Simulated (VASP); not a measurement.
Here is the system:

```xyz
4
Lattice="4.0128 0.0000 0.0000 0.0000 4.0128 0.0000 0.0000 0.0000 4.0128" Properties=species:S:1:pos:R:3 pbc="T T T"
Ti     0.0000     2.0064     2.0064
Ti     2.0064     2.0064     0.0000
Ti     2.0064     0.0000     2.0064
Be     0.0000     0.0000     0.0000
```

Method: PBE GGA, VASP's PBE PAW potentials (set 64) (plane waves; VASP). Settings: 300 eV cut-off, 6×6×6 Γ-centred mesh, Fermi-Dirac smearing of 0.10 eV, potentials Ti_sv Be.

At this cut-off the stress carries a Pulay error, which pulls relaxed volumes low.

Q: Give the stress tensor in GPa (positive for a compressed cell).

A: 
```
-7.50   0.00   0.00
 0.00  -7.50   0.00
 0.00   0.00  -7.50
```
The pressure is its mean diagonal, -7.50 GPa.

The structure was generated: Ti3Be was put into an ordered model structure, which need not be its known phase. The cell was not relaxed at this level.
